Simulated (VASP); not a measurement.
Input:

```yaml
crystal:
  lattice:
    - [1.39230, -2.41153, 0.00000]
    - [1.39230, 2.41153, 0.00000]
    - [0.00000, 0.00000, 4.40640]
  atoms:
    - { symbol: Os, position: [0.33333, 0.66667, 0.25000] }
    - { symbol: Os, position: [0.66667, 0.33333, 0.75000] }
```
Cell charge -0.1.

Calculation: PBE GGA, VASP's PBE PAW potentials (set 64) (plane waves; VASP). Numerical set-up: NELECT = 16.1, 400 eV cut-off, 14×14×8 Γ-centred mesh, Gaussian smearing of 0.050 eV, potentials Os.

The cell is charged, with a uniform compensating background. Unless said otherwise, spin-orbit coupling is left out, though it shifts the bands of the heavy elements here.

Question: Estimate the energy per atom (σ→0), pressure, band gap (on the k-mesh) with the smallest direct gap where there is one.

Answer: 
```json
{
 "band gap (on the k-mesh)": "none (metal, semimetal or under 0.01 eV)",
 "energy per atom (σ→0)": "-10.788 eV/atom",
 "pressure": "-55.1 kbar"
}
```

Only differences to runs with the same potentials and settings are physical.

The compound is Os in the hcp structure. The cell was not relaxed at this level. The run is one of a series of settings (ISMEAR = 0, NELECT = 16.1, SIGMA = 0.05 against the base run), some of them coarse on purpose.
